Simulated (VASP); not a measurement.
# PmTe2 (P-3m1) in VASP: single point with PBEsol

Aim: the single point of PmTe2 with PBEsol.

All numbers are computed with VASP 6.6.1; they aren't measurements. Logs are shortened: lines on timing, memory, paths and dates and some standing lists are left out, and cuts for length are marked.

## 1. The structure

Symmetry: P-3m1, No. 164, trigonal system. The conventional cell has a = 4.350 Å, b = 4.350 Å, c = 6.374 Å, α = 90.00°, β = 90.00°, γ = 120.00°. Pm (site symmetry -3m) has 6 Te at 3.07 Å as nearest neighbours. Te (site symmetry 3m) is surrounded by 3 Pm at 3.07 Å.

The cell comes from a database or a generator and needn't be the stable form of this composition.

## 2. Single point, PBEsol, collinear spin, typed start

Input file INCAR:

```
SYSTEM = PmTe2
PREC = Accurate
ENCUT = 520
EDIFF = 1E-6
ISMEAR = 0
SIGMA = 0.05
LREAL = .False.
LASPH = .True.
NELM = 150
ALGO = Fast
ISIF = 2
LWAVE = .False.
LCHARG = .False.
ISPIN = 2
MAGMOM = 4 0 0
LORBIT = 11
LMAXMIX = 6
GGA = PS
NBANDS = 24
```

Input file KPOINTS:

```
Automatic mesh
0
Gamma
  8 8 4
  0 0 0
```

Input file POSCAR:

```
PmTe2
1.0
    4.3498632221      0.0000000000      0.0000000000
   -2.1749316110      3.7670920533      0.0000000000
    0.0000000000      0.0000000000      6.3735834827
Pm Te
1 2
Direct
    0.0000000000      0.0000000000      0.0000000000
    0.3333333333      0.6666666667      0.2779786151
    0.6666666667      0.3333333333      0.7220213849
```

Potentials or basis: VASP PAW PBE potentials, release 64 (Pm, Te).

Started as:

```console
$ cat potpaw_PBE.64/Pm/POTCAR potpaw_PBE.64/Te/POTCAR > POTCAR
$ mpirun -np 1 vasp_std > vasp.out
```

OUTCAR:

```text
SYSTEM = PmTe2
   PREC = Accurate
   ENCUT = 520
   EDIFF = 1E-6
   ISMEAR = 0
   LREAL = .False.
   LASPH = .True.
   NELM = 150
   ISIF = 2
   ISPIN = 2
   LORBIT = 11
   GGA = PS

 ion  position               nearest neighbor table
   1  0.000  0.000  0.000-   2 3.07   3 3.07   2 3.07   3 3.07   3 3.07   2 3.07
   2  0.333  0.667  0.278-   1 3.07   1 3.07   1 3.07
   3  0.667  0.333  0.722-   1 3.07   1 3.07   1 3.07

  LATTYP: Found a hexagonal cell.
 ALAT       =     4.3498632221
 C/A-ratio  =     1.4652376770

  Lattice vectors:

 A1 = (   4.3498632221,   0.0000000000,   0.0000000000)
 A2 = (  -2.1749316110,   3.7670920533,   0.0000000000)
 A3 = (   0.0000000000,   0.0000000000,   6.3735834827)

Analysis of symmetry for initial positions (statically):
=====================================================================
 Subroutine PRICEL returns:
 Original cell was already a primitive cell.

 Routine SETGRP: Setting up the symmetry group for a
 hexagonal supercell.

 Subroutine GETGRP returns: Found 12 space group operations
 (whereof 12 operations were pure point group operations)
 out of a pool of 24 trial point group operations.

The static configuration has the point symmetry D_3d.

Analysis of symmetry for dynamics (positions and initial velocities):
=====================================================================
 Subroutine PRICEL returns:
 Original cell was already a primitive cell.

 Routine SETGRP: Setting up the symmetry group for a
 hexagonal supercell.

 Subroutine GETGRP returns: Found 12 space group operations
 (whereof 12 operations were pure point group operations)
 out of a pool of 24 trial point group operations.

The dynamic configuration has the point symmetry D_3d.

Analysis of structural, dynamic, and magnetic symmetry:
=====================================================================
 Subroutine PRICEL returns:
 Original cell was already a primitive cell.

 Routine SETGRP: Setting up the symmetry group for a
 hexagonal supercell.

 Subroutine GETGRP returns: Found 12 space group operations
 (whereof 12 operations were pure point group operations)
 out of a pool of 24 trial point group operations.

The overall configuration has the point symmetry D_3d.

 Subroutine INISYM returns: Found 12 space group operations
 (whereof 12 operations are pure point group operations),
 and found     1 'primitive' translations

----------------------------------------------------------------------------------------

                                     Primitive cell

  volume of cell :     104.4397

  direct lattice vectors                    reciprocal lattice vectors
     4.349863222  0.000000000  0.000000000     0.229892286  0.132728373  0.000000000
    -2.174931611  3.767092053  0.000000000     0.000000000  0.265456746  0.000000000
     0.000000000  0.000000000  6.373583483     0.000000000  0.000000000  0.156897608

  length of vectors
     4.349863222  4.349863222  6.373583483     0.265456746  0.265456746  0.156897608

  position of ions in fractional coordinates (direct lattice)
     0.000000000  0.000000000  0.000000000
     0.333333333  0.666666667  0.277978615
     0.666666667  0.333333333  0.722021385

  ion indices of the primitive-cell ions
   primitive index   ion index
                 1           1
                 2           2
                 3           3

----------------------------------------------------------------------------------------

 KPOINTS: Automatic mesh

Automatic generation of k-mesh.
 Grid dimensions read from file:
 generate k-points for:    8    8    4

 Generating k-lattice:

  Cartesian coordinates                     Fractional coordinates (reciprocal lattice)
     0.028736536  0.016591047  0.000000000     0.125000000 -0.000000000  0.000000000
     0.000000000  0.033182093  0.000000000     0.000000000  0.125000000  0.000000000
     0.000000000  0.000000000  0.039224402     0.000000000  0.000000000  0.250000000

  Length of vectors
     0.033182093  0.033182093  0.039224402

  Shift w.r.t. Gamma in fractional coordinates (k-lattice)
     0.000000000  0.000000000  0.000000000

 Subroutine IBZKPT returns following result:
 ===========================================

 Found     35 irreducible k-points:

 Following reciprocal coordinates:
            Coordinates               Weight
  0.000000  0.000000  0.000000      1.000000
  0.125000 -0.000000  0.000000      6.000000
  0.250000 -0.000000  0.000000      6.000000
  0.375000  0.000000  0.000000      6.000000
  0.500000 -0.000000  0.000000      3.000000
  0.125000  0.125000  0.000000      6.000000
[... 16 lines left out ...]
 -0.125000  0.500000  0.250000     12.000000
  0.250000  0.250000  0.250000     12.000000
 [... further k-points ...]
   k-points           NKPTS =     35   k-points in BZ     NKDIM =     35   number of bands    NBANDS=     24
   number of dos      NEDOS =    301   number of ions     NIONS =      3
   total plane-waves  NPLWV =  49152
   dimension x,y,z NGX =    32 NGY =   32 NGZ =   48
   dimension x,y,z NGXF=    64 NGYF=   64 NGZF=   96
   ions per type =               1   2
   NGX,Y,Z   is equivalent  to a cutoff of  12.23, 12.23, 12.52 a.u.
   NGXF,Y,Z  is equivalent  to a cutoff of  24.46, 24.46, 25.04 a.u.
 SYSTEM =  PmTe2
   PREC   = accura    normal or accurate (medium, high low for compatibility)
   ISTART =      0    job   : 0-new  1-cont  2-samecut
   ICHARG =      2    charge: 1-file 2-atom 10-const
   ISPIN  =      2    spin polarized calculation?
   LNONCOLLINEAR =      F non collinear calculations
   LSORBIT =      F    spin-orbit coupling
   LASPH  =      T    aspherical Exc in radial PAW
   ENCUT  =  520.0 eV  38.22 Ry    6.18 a.u.   8.09  8.09 11.85*2*pi/ulx,y,z
   NELM   =    150;   NELMIN=  2; NELMDL= -5     # of ELM steps
   EDIFF  = 0.1E-05   stopping-criterion for ELM
   LREAL  =      F    real-space projection
   EDIFFG = 0.1E-04   stopping-criterion for IOM
   NSW    =      0    number of steps for IOM
   IBRION =     -1    ionic relax: 0-MD 1-quasi-New 2-CG
   NFREE  =      0    steps in history (QN), initial steepest desc. (CG)
   ISIF   =      2    stress and relaxation
   ISYM   =      2    0-nonsym 1-usesym 2-fastsym
   POTIM  = 0.5000    time-step for ionic-motion
   TEBEG  =    0.0;   TEEND  =   0.0 temperature during run
   PSTRESS=    0.0 pullay stress
   NELECT =      27.0000    total number of electrons
   NUPDOWN=      -1.0000    fix difference up-down
   EMIN   =  10.00;   EMAX   =-10.00  energy-range for DOS
   EFERMI =   0.00;   METHOD = LEGACY
   ISMEAR =     0;   SIGMA  =   0.05  broadening in eV -4-tet -1-fermi 0-gaus
   EFERMI_NEDOS =   21; number of points for ismear=-14 and -15
   IALGO  =     68    algorithm
   IMIX   =      4    mixing-type and parameters
     AMIX     =   0.40;   BMIX     =  1.00
     AMIX_MAG =   1.60;   BMIX_MAG =  1.00
  volume/ion in A,a.u.               =      34.81       234.93
  Fermi-wavevector in a.u.,A,eV,Ry     =   1.042896  1.970787 14.798127  1.087632
  Thomas-Fermi vector in A             =   2.177581
   LORBIT       =     11    0 simple, 1 ext, 2 COOP (PROOUT), +10 PAW based schemes
   GGA     = PS    functional components
   LHFCALC =     F    Hartree Fock is set to
   AEXX    =    0.0000 exact exchange contribution
   IVDW    =     0    specifies the selected vdW correction
   LEPSILON=     F    determine dielectric tensor
   LRPA    =     F    only Hartree local field effects (RPA)
 spin polarized calculation
 RMM-DIIS sequential band-by-band and
 Gauss-broadening in eV      SIGMA  =   0.05
  energy-cutoff  :      520.00
  volume of cell :      104.44
 maximum number of plane-waves:      2832
   NGX = 17   NGY = 17   NGZ = 23

 number of electron      27.0000002 magnetization       3.9051353

 Free energy of the ion-electron system (eV)
  ---------------------------------------------------
  ext. energy  EPLUGINS =         0.00000000
  ---------------------------------------------------
  free energy    TOTEN  =       -17.60494710 eV

  energy without entropy =      -17.59266011  energy(sigma->0) =      -17.59880361

 E-fermi :   4.3885     XC(G=0):  -9.2862

 val. band max:        4.3860976518   @ k =   0.5000  -0.0000   0.5000
 cond. band min:       4.3891140856   @ k =   0.2500   0.2500   0.5000
 fundamental gap:      0.0030164338
 Fermi energy:         4.3884856672

 spin component 1

 k-point     1 :       0.0000    0.0000    0.0000
  band No.  band energies     occupation
      1     -33.7914      1.00000
      2     -14.2329      1.00000
      3     -14.0573      1.00000
      4     -14.0573      1.00000
      5      -6.2823      1.00000
      6      -4.7996      1.00000
[... 16 lines left out ...]
     23       9.1095      0.00000
     24       9.2146      0.00000
[... 598 lines left out ...]
      2     -14.2459      1.00000
      3     -14.1665      1.00000
      4     -14.1454      1.00000
      5      -5.3670      1.00000
      6      -5.0840      1.00000
[... 16 lines left out ...]
     23       9.7166      0.00000
     24      10.4108      0.00000

 [... further k-points ...]

 spin component 2

 k-point     1 :       0.0000    0.0000    0.0000
  band No.  band energies     occupation
      1     -31.8603      1.00000
      2     -12.8891      1.00000
      3     -12.6667      1.00000
      4     -12.6667      1.00000
      5      -6.3699      1.00000
      6      -4.8445      1.00000
[... 16 lines left out ...]
     23       9.2704      0.00000
     24       9.3060      0.00000
[... 598 lines left out ...]
      2     -12.9122      1.00000
      3     -12.8006      1.00000
      4     -12.7721      1.00000
      5      -5.4435      1.00000
      6      -5.1514      1.00000
[... 16 lines left out ...]
     23      10.1549      0.00000
     24      10.7854      0.00000

 [... further k-points ...]

------------------------ aborting loop because EDIFF is reached ----------------------------------------

  FORCE on cell =-STRESS in cart. coord.  units (eV):
  Direction    XX          YY          ZZ          XY          YZ          ZX
  --------------------------------------------------------------------------------------
  -------------------------------------------------------------------------------------
  Total       -0.0841057     -0.0841057     -0.5776073     -0.0000000      0.0000000      0.0000000
  in kB       -1.2902392     -1.2902392     -8.8608983     -0.0000000      0.0000000      0.0000000
  external PRESSURE =      -3.8137923 kB  Pullay stress =       0.0000000 kB

 VOLUME and BASIS-vectors are now :
 -----------------------------------------------------------------------------
  energy-cutoff  :      520.00
  volume of cell :      104.44
      direct lattice vectors                 reciprocal lattice vectors
     4.349863222  0.000000000  0.000000000     0.229892286  0.132728373  0.000000000
    -2.174931611  3.767092053  0.000000000     0.000000000  0.265456746  0.000000000
     0.000000000  0.000000000  6.373583483     0.000000000  0.000000000  0.156897608

 POSITION                                       TOTAL-FORCE (eV/Angst)
 -----------------------------------------------------------------------------------
      0.00000      0.00000      0.00000        -0.000000      0.000000     -0.000000
     -0.00000      2.51139      1.77172        -0.000000      0.000000     -0.046013
      2.17493      1.25570      4.60186         0.000000      0.000000      0.046013
 -----------------------------------------------------------------------------------
    total drift:                               -0.000000     -0.000000     -0.000000

  FREE ENERGIE OF THE ION-ELECTRON SYSTEM (eV)
  ---------------------------------------------------
  free  energy   TOTEN  =       -17.6049471004 eV

  energy  without entropy=      -17.5926601142  energy(sigma->0) =      -17.59880361

 total charge

# of ion       s       p       d       f       tot
--------------------------------------------------
    1        2.007   5.562   0.513   4.233  12.315
    2        1.381   1.998   0.018   0.000   3.397
    3        1.381   1.998   0.018   0.000   3.397
--------------------------------------------------
tot          4.769   9.558   0.549   4.233  19.109

 magnetization (x)

# of ion       s       p       d       f       tot
--------------------------------------------------
    1       -0.011  -0.002   0.037   4.124   4.148
    2       -0.005  -0.108   0.001   0.000  -0.112
    3       -0.005  -0.108   0.001   0.000  -0.112
--------------------------------------------------
tot         -0.021  -0.217   0.039   4.124   3.925
```

Run time: 9.3 min. Hardware: 1 thread of Intel Xeon Platinum 8259CL at 2.50GHz (Skylake/Cascade Lake), shared host; peak memory 0.37 GiB.

What came out:

```yaml
Free_energy: -17.6049 eV
Pressure: -0.4 GPa
Largest_force: 0.046 eV/Å
Band_gap_on_the_k_mesh: none (metal or under the smearing width)
Net_moment: 3.91 μB per cell
Site_moments: Pm +4.15; Te -0.11 μB
Valence_electrons_inside_the_program's_atomic_spheres: Pm 12.31; Te 3.40
```

Forces in eV/Å, atoms in the order of the input:
```
Pm   0.000  0.000  0.000
Te   0.000  0.000 -0.046
Te   0.000  0.000  0.046
```

Stress tensor (GPa, compression positive):
```
-0.13  0.00  0.00
 0.00 -0.13  0.00
 0.00  0.00 -0.89
```

Caveat: the magnetic or orbital state may not be the lowest; the PAW data sets were made with another functional, which shifts forces and pressure a little; spin-orbit coupling is left out, which moves the levels of the heavy elements; without U or exact exchange the open f shell lies at the Fermi level, which spoils levels, moments and volumes. The state reached can hang on the start; a lower one may exist.
